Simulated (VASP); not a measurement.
Data:

```xyz
8
Lattice="6.0663 0.0000 0.0000 0.0000 6.0663 0.0000 0.0000 0.0000 6.0663" Properties=species:S:1:pos:R:3 pbc="T T T"
In     0.0000     0.0000     0.0000
In     3.0331     3.0331     0.0000
In     3.0331     0.0000     3.0331
As     1.4496     1.5835     1.5835
As     4.6167     4.4827     1.5835
As     4.6167     1.5835     4.4827
As     1.4496     4.4827     4.4827
Al     0.0000     3.0331     3.0331
```

Calculation: PBE GGA, VASP's PBE PAW potentials (set 64) (plane waves; VASP). Numerical set-up: 400 eV cut-off, 4×4×4 Γ-centred mesh, Gaussian smearing of 0.050 eV, potentials In_d As Al.

Unless said otherwise, spin-orbit coupling is left out, though it shifts the bands of the heavy elements here.

**Question.** What does the run give for the energy per atom (σ→0), band gap (on the k-mesh) with the smallest direct gap where there is one?

**Answer.** 
- band gap (on the k-mesh) = none (metal, semimetal or under 0.01 eV)
- energy per atom (σ→0) = -4.055 eV/atom

Total energies compare only between runs with the same potentials, cut-off and functional.

The structure was generated: AlIn3As4 was put into an ordered model structure (P-43m), which need not be its known phase. It was relaxed first, which changed the volume by +5 %.
